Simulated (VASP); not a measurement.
Input:

```
CELL_PARAMETERS angstrom
      0.00000     3.61878     3.61878
      3.61878     0.00000     3.61878
      3.61878     3.61878     0.00000
ATOMIC_POSITIONS crystal
  K  0.00000 0.00000 0.00000
  I  0.50000 0.50000 0.50000
```

Calculation: TPSS meta-GGA, VASP's PBE PAW potentials (set 64) (plane waves; VASP). Run with 520 eV cut-off, 7×7×7 Γ-centred mesh, tetrahedra with Blöchl corrections, potentials K_sv I.

Unless said otherwise, spin-orbit coupling is left out, though it shifts the bands of the heavy elements here.

Q: Estimate the energy per atom (σ→0), band gap (over mesh and band path) with the smallest direct gap where there is one.

A: 
```
Item                                                    Value
---------------------------------------------  --------------
band gap (over mesh and band path)                    4.24 eV
smallest direct gap (over mesh and band path)         4.24 eV
energy per atom (σ→0)                          -9.988 eV/atom
```

The compound is KI in the rock salt structure. It was relaxed first, which changed the volume by +7 %.
